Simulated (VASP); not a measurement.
Data:

```
CELL_PARAMETERS angstrom
      4.23317     0.00000     0.00000
      0.00000     4.23317     0.00000
      0.00000     0.00000     2.69349
ATOMIC_POSITIONS crystal
  Si 0.50000 0.50000 0.50000
  Si 0.00000 0.00000 0.00000
  O  0.69316 0.69316 0.00000
  O  0.30684 0.30684 0.00000
  O  0.80684 0.19316 0.50000
  O  0.19316 0.80684 0.50000
```

Method: HSE06 screened hybrid, VASP's PBE PAW potentials (set 64) (plane waves; VASP 6.6.1). Run with 500 eV cut-off, 4×4×6 Γ-centred mesh, Gaussian smearing of 0.050 eV, potentials Si O.

Task: Predict the energy per atom (σ→0), pressure, largest force, band gap (over the mesh, the named points and PBE's band edges) with the smallest direct gap where there is one.

Result: 
The band gap (over the mesh, the named points and PBE's band edges) is 7.11 eV and the smallest direct gap (over the mesh, the named points and PBE's band edges) is 7.11 eV. The energy per atom (σ→0) is -9.559 eV/atom and the pressure is -11.56 GPa. The largest force comes out as 0.149 eV/Å.

The absolute energy has meaning only against runs of the same code, potentials and settings.

The structure comes from a computed database's SiO2 entry (P4_2/mnm); how it stands against other phases isn't given here. The cell was not relaxed at this level.
